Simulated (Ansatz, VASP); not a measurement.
# Cross-check of TiO2 (Rutile) between VASP and Ansatz, part 2 of 2

One calculation is typed for both programs; each brings its own data sets. How far apart do they land? The two relaxations start from unlike cells of this crystal (the structure described is Ansatz's start), so only their ends are compared.

VASP 6.6.1 and Ansatz 0.2.0.

So far: Set-up; VASP: relaxation of cell and atoms, PBE, DFT+U.

### 3. Ansatz: relaxation of cell and atoms, PBE, DFT+U

Level of this step: Ansatz beside VASP: Kohn-Sham DFT, plane waves, PBE, DFT+U (Ansatz).

Ansatz runs on its default PAW (the set named soft_2) files.

Its own start cell and the same functional, mesh and smearing now go to Ansatz, which takes its cutoff from its data sets.

input.yaml reads:

```yaml
crystal:
  lattice:
    - [4.5922, 0.0, 0.0]
    - [0.0, 4.5922, 0.0]
    - [0.0, 0.0, 2.9574]
  atoms:
    - { symbol: Ti, position: [0.0, 0.0, 0.0] }
    - { symbol: Ti, position: [0.5, 0.5, 0.5] }
    - { symbol: O, position: [0.30496, 0.30496, 0.0] }
    - { symbol: O, position: [0.19504, 0.80496, 0.5] }
    - { symbol: O, position: [0.69504, 0.69504, 0.0] }
    - { symbol: O, position: [0.80496, 0.19504, 0.5] }
kpoints:
  mp_grid: { grid: [6, 6, 9] }
scf:
  occupations: { method: fermi_dirac, width: 0.05 }
hamiltonian:
  xc: pbe
  pseudopotentials: { kind: paw }
  hubbard:
    projectors: ortho-atomic
    sites: [{ species: Ti, l: d, u_eff: 3 }]
output:
  forces: true
  stress: true
relax:
  f_tol: 0.01
  max_steps: 60
  cell: {}
```

On the command line:

```bash
$ ansatz run input.yaml --threads 4 --pin off --max-ram 8192MiB --backend cpu --events-out ev --progress --plain --runs-dir out
```

Numbers of over 12 decimals in the logs are rounded to 6 here.

Log:

```text
Engine: ansatz 0.2.0, x86_64-unknown-linux-gnu
Pseudopotentials: kind: paw
Pseudopotential: Ti, paw, valence charge 12, recommended cutoff 420 eV (normal), Ti.paw.azcp
Pseudopotential: O, paw, valence charge 6, recommended cutoff 420 eV (normal), O.paw.azcp
Functional definition: PBE
  parameter kappa = 0.804
  parameter beta = 0.066725
  exchange = pbe_x(kappa = kappa, mu = beta*pi^2/3)
  correlation = pbe_c(beta = beta)
Crystal: 6 atoms, lattice volume = 62.367 Å³
Basis set: ecut = 420 eV, 1217 PW (Γ), exchange–correlation on 64×64×40 points (8 copies of the dense FFT grid, shifted against one another)
Bands: 30, of which v1, the nominal top of the filled ones, is band 24 counted from 1 (23 counted from 0)
Symmetry: 16 space group operations
Space group: P42/mnm (ITA 136), of the structure as read, at distance tolerance 4.0e-5 Å
k-points: 50 of 324
Non-local potential: Ti, projectors of the file, l = 0: 3, l = 1: 2, l = 2: 3, l = 3: 1
Non-local potential: O, projectors of the file, l = 0: 2, l = 1: 2, l = 2: 1
PAW form: soft (Blöchl's): semilocal exchange-correlation on the pseudo side does not see the compensation charge
PAW one-centre angular grid: Ti, 590 points (default); XC on 64 Gauss nodes
PAW one-centre angular grid: O, 110 points (default); XC on 64 Gauss nodes
Initial density: superposition of atomic densities (chi_scale 0.1, normalization cell, long waves of neutral atoms under a Hubbard term (reshape's long-wave potential 0.00 eV rms, cloud 2.26 Å wide))
Initial wavefunctions: pseudopotential atomic-orbital guess
Functional: x = pbe(κ = 0.804, μ = 0.219515), c = pbe(β = 0.066725)
SCF iter   1: F=—  HF=-7272.847019 eV  |F-HF|=—  |Δ(HF+E_count)|=         —  Δρ=9.03e-2  dr2=5.16e0  ethr=3.10e-3  ⟨swp⟩=4.9  Hψ=5968  notcnv=0
preconditioner: auto → Resta (q_TF=auto, 2.612 Å⁻¹)  ε∞=7.6  [insulator: Δε(μ)=2.980 eV  Ē_g=10.360 eV  σ=0.050 eV  W_gap=1.00  n_scr=18 (ndim 8)  ℏωp=26.6 eV  f_vac=0.000  D(μ)=0.00/eV (n_scr^D=0)  ε∞_Penn≈7.6]
SCF iter   2: F=—  HF=-7272.266318 eV  |F-HF|=—  |Δ(HF+E_count)|=   5.81e-1  Δρ=5.17e-2  dr2=1.08e0  ethr=3.10e-3  ⟨swp⟩=2.4  Hψ=2959  notcnv=0  defer=76
SCF iter   3: F=—  HF=-7272.207123 eV  |F-HF|=—  |Δ(HF+E_count)|=   5.92e-2  Δρ=2.46e-2  dr2=3.04e-1  ethr=2.25e-3  ⟨swp⟩=2.0  Hψ=2240  notcnv=0  defer=76
SCF iter   4: F=—  HF=-7272.249151 eV  |F-HF|=—  |Δ(HF+E_count)|=   4.20e-2  Δρ=7.81e-3  dr2=4.08e-2  ethr=6.33e-4  ⟨swp⟩=2.1  Hψ=2163  notcnv=0  defer=74
SCF iter   5: F=—  HF=-7272.254826 eV  |F-HF|=—  |Δ(HF+E_count)|=   5.67e-3  Δρ=1.77e-3  dr2=3.21e-3  ethr=8.49e-5  ⟨swp⟩=2.2  Hψ=2392  notcnv=0  defer=74
SCF iter   6: F=—  HF=-7272.256404 eV  |F-HF|=—  |Δ(HF+E_count)|=   1.58e-3  Δρ=4.06e-4  dr2=1.04e-4  ethr=6.68e-6  ⟨swp⟩=2.0  Hψ=2258  notcnv=0  defer=73
SCF iter   7: F=—  HF=-7272.256465 eV  |F-HF|=—  |Δ(HF+E_count)|=   6.01e-5  Δρ=9.49e-5  dr2=5.99e-6  ethr=2.18e-7  ⟨swp⟩=2.1  Hψ=2066  notcnv=0  defer=72
SCF iter   8: F=—  HF=-7272.256470 eV  |F-HF|=—  |Δ(HF+E_count)|=   5.33e-6  Δρ=4.14e-5  dr2=1.10e-6  ethr=1.25e-8  ⟨swp⟩=2.3  Hψ=2400  notcnv=0  defer=72
SCF iter   9: F=-7272.256470 eV  HF=-7272.256470 eV  |F-HF|=6.73e-9  |Δ(HF+E_count)|=   6.53e-8  Δρ=4.21e-6  dr2=1.12e-8  ethr=2.08e-10  ⟨swp⟩=3.0  Hψ=5625  notcnv=0
SCF 1 converged in 9 iterations: F = -7272.256470 eV  dr2 = 1.12e-8
  greatest PAW one-centre occupation: 0.999 electrons in one spin orbital (limit 2), on the Ti atom at site 1 (counted from 0), in its partial waves of l = 0
relax step   1: F+E_penalty+E_count = -7272.25646993 eV  Δ(F+E_penalty+E_count) = +0.000e0 eV  max|allowed force component| = 6.857e-2 eV/Å  Δτ_max = 0.0000 Å  P = +8.139 GPa  Ω = 62.367 Å³  (9 SCF iters, dr2 threshold 1.00e-7 eV, accepted)
[...]
relax step   5: F+E_penalty+E_count = -7272.29877414 eV  Δ(F+E_penalty+E_count) = -1.919e-6 eV  max|allowed force component| = 1.799e-4 eV/Å  Δτ_max = 0.0000 Å  P = +0.001 GPa  Ω = 64.438 Å³  energy of the carried Pulay correction = -9.196e-3 eV  (4 SCF iters, dr2 threshold 7.97e-9 eV, accepted)
[...]
relax step   6: F+E_penalty+E_count = -7272.30997748 eV  Δ(F+E_penalty+E_count) = -1.120e-2 eV  max|allowed force component| = 1.278e-4 eV/Å  Δτ_max = 0.0000 Å  P = +0.304 GPa  Ω = 64.438 Å³  stress off target by 3.07e-1 GPa  SCF on the basis re-selected at this cell (its energy is not comparable with the rows above)  (7 SCF iters)
[...]
relax step   7: F+E_penalty+E_count = -7272.30966597 eV  Δ(F+E_penalty+E_count) = +3.115e-4 eV  max|allowed force component| = 9.224e-5 eV/Å  Δτ_max = 0.0004 Å  P = +0.010 GPa  Ω = 64.530 Å³  energy of the carried Pulay correction = -4.019e-4 eV  (4 SCF iters, dr2 threshold 2.36e-7 eV, accepted)
[...]
relax step   8: F+E_penalty+E_count = -7272.31009074 eV  Δ(F+E_penalty+E_count) = -4.248e-4 eV  max|allowed force component| = 5.346e-5 eV/Å  Δτ_max = 0.0000 Å  P = +0.015 GPa  Ω = 64.530 Å³  stress off target by 1.70e-2 GPa  SCF on the basis re-selected at this cell (its energy is not comparable with the rows above)  (6 SCF iters)
basis re-selected at this cell: Δ(F+E_penalty+E_count) = -4.248e-4 eV, ΔP = +0.005 GPa vs the last step (what re-selecting the basis moved, of the pressure what is left beyond the Pulay correction that the steps carried, after the strain that the cell walked since its last selection, with what the two solves' SCF thresholds leave and, on support functions, any second-order correction that the steps lacked; it is no m [...]
SCF converged after 6 iterations
Free energy (F): -7272.310091 eV
Harris-Foulkes:  -7272.310091 eV  (|F-HF|=2.82e-11)
Internal energy: -7272.310091 eV  (E = F + TS)
E sigma→0 (E₀):  -7272.310091 eV
Fermi energy:    9.963143 eV
--- Per-component energies (eV) ---
  E_band       = -413.832721
  E_kinetic    = 1242.881382
  E_local      = -3132.861292  (includes V_loc(G=0)·N_el)
  E_nonlocal   = 194.050587
  E_hartree    = 1187.567055
  E_xc         = -492.327511
  E_vxc        = -623.414765  (∫ρ·V_xc dr)
  E_hubbard    = 4.854473  (on-site DFT+U / exact-exchange correction)
  E_vhub       = 3.324565  (the Hubbard potential's part of the band-sum identity)
  E_paw        = -2720.201957  (= ΣΔE_a)
  E_vpaw       = -472.957588  (= ΣTr[D̂ρ^β])
  E_aug_tail   = 0.010266  (compensation charges beyond the density's cutoff)
  E_ewald      = -3556.283093
  E_smearing   = -0.000000  (= −TS)
  E_closure    = 0.000000  (closes the sum)
  Σ components = -7272.310091   (vs F -7272.310091, Δ=0.00e0)
--- Forces (eV/Å), atoms counted from 1 ---
  atom   1  Ti     0.00000000     0.00000000     0.00000000
  atom   2  Ti     0.00000000    -0.00000000     0.00000000
  atom   3  O     -0.00005346    -0.00005346     0.00000000
  atom   4  O      0.00005346    -0.00005346     0.00000000
  atom   5  O      0.00005346     0.00005346     0.00000000
  atom   6  O     -0.00005346     0.00005346     0.00000000
  max |Σ_I F_I| component: 4.34e-19 eV/Å
--- Stress (GPa, compression-positive) ---
        0.016963       0.000000       0.000000
        0.000000       0.016963       0.000000
        0.000000       0.000000       0.010559
  P = ⅓ Tr σ = 0.0148 GPa (0.148 kbar)
Occupation matrices written to <dir>
--- Relaxed structure (6 steps of the walk, 6 accepted, 2 SCFs on fresh bases) ---
  F+E_penalty+E_count = -7272.31009074 eV   max|allowed force component| = 5.346e-5 eV/Å   (the final SCF, on the basis selected at the relaxed cell)
  cell:  # Å, volume = 64.5301 Å³
    - [4.641435, 0, 0.0]
    - [0, 4.641435, 0.0]
    - [0.0, 0.0, 2.995421]
  atoms:
    - { symbol: Ti, position: [0, 0, 0.0] }
    - { symbol: Ti, position: [0.500000, 0.500000, 0.500000] }
    - { symbol: O, position: [0.305503, 0.305503, 0.0] }
    - { symbol: O, position: [0.194497, 0.805503, 0.500000] }
    - { symbol: O, position: [0.694497, 0.694497, 0.0] }
    - { symbol: O, position: [0.805503, 0.194497, 0.500000] }
```

### 4. Side by side

Known differences besides the potentials themselves: U acts on the PAW sphere in VASP and on atomic orbitals in Ansatz, so only states and trends compare; the cutoff is 420 eV in Ansatz and 600 eV in VASP; Ansatz adds a Pulay correction to the stress that steers its cell, VASP none. Total energies have different zeros and are not compared.

The two programs side by side:

```tsv
quantity	Ansatz	VASP	difference
volume (Å³)	64.53	65.32	-1.21 %
edge a after relaxation, in the typed setting (Å)	4.641	4.661	-0.42 %
edge c after relaxation, in the typed setting (Å)	2.995	3.006	-0.37 %
```

### 5. What came out

```json
{"difference in volume (relaxation of cell and atoms, PBE, DFT+U)": "-1.2 %"}
```

What this shows: The difference in volume is -1.2 % (relaxation of cell and atoms, PBE, DFT+U). What causes the difference of the relaxation of cell and atoms, PBE, DFT+U pair stays open here. How closely two codes agree says nothing of how well the functional describes the real material.

[Lines on the potential files, build, host, timing and source positions are cut from VASP's logs without a mark.]

[Logs are printed without paths, hosts, clocks, repeated set-up lines and the standing remarks that a program may print on its own settings, such as how far it seeks lower states.]

[Hosts, paths, dates, database ids (printed as entryN), source tags and the programs' standing remarks are cut or masked in the printed files.]
